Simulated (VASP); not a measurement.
Here is a VASP 6.6.1 calculation.

Contents of INCAR:

```
  PREC = Accurate
  ENCUT = 520
  EDIFF = 1E-6
  ISMEAR = 0
  SIGMA = 0.05
  LREAL = F
  LASPH = T
  NELM = 100
  ALGO = Fast
  ISIF = 2
  LWAVE = F
  LCHARG = T
  ISPIN = 2
  MAGMOM = 3 3 0 0 0 0
  LORBIT = 11
  LMAXMIX = 4
  LDAU = T
  LDAUTYPE = 2
  LDAUL = 2 -1 -1
  LDAUU = 3.5 0 0
  LDAUJ = 0 0 0
  LDAUPRINT = 1
  GGA = PS
  LELF = T
  LVHAR = T
  NBANDS = 38
```

Contents of KPOINTS:

```
Automatic mesh
0
Gamma
  7 6 3
```

The input POSCAR:

```
CrBrO
1.0
    3.2319999400      0.0000000000      0.0000000000
    0.0000000000      3.8629999300      0.0000000000
    0.0000000000      0.0000000000      8.3599998500
Cr Br O
2 2 2
Direct
    0.5000000000      0.5000000000      0.1020000000
    0.0000000000      0.0000000000      0.8980000000
    0.0000000000      0.5000000000      0.3200000000
    0.5000000000      0.0000000000      0.6800000000
    0.0000000000      0.5000000000      0.9650000000
    0.5000000000      0.0000000000      0.0350000000
```

Potentials or basis: VASP PAW PBE potentials, release 64 (Cr_pv, Br, O).

Command:

```bash
$ cat potpaw_PBE.64/Cr_pv/POTCAR potpaw_PBE.64/Br/POTCAR potpaw_PBE.64/O/POTCAR > POTCAR
$ mpirun -np 1 vasp_std > vasp.out
```

Task: Estimate the largest force.

Result: 1.355 eV/Å.

Task: Predict the net moment.

Result: 6.00 μB per cell.

Forces in eV/Å, atoms in the order of the input:
```
Cr   0.000  0.000 -0.144
Cr   0.000  0.000  0.144
Br   0.000  0.000  0.551
Br   0.000  0.000 -0.551
O    0.000  0.000 -1.355
O    0.000  0.000  1.355
```

Caveat: the PAW data sets were made with another functional, which shifts forces and pressure a little; only a ferromagnetic start was run, and an antiferromagnetic order may lie lower in energy. The state reached can hang on the start; a lower one may exist.
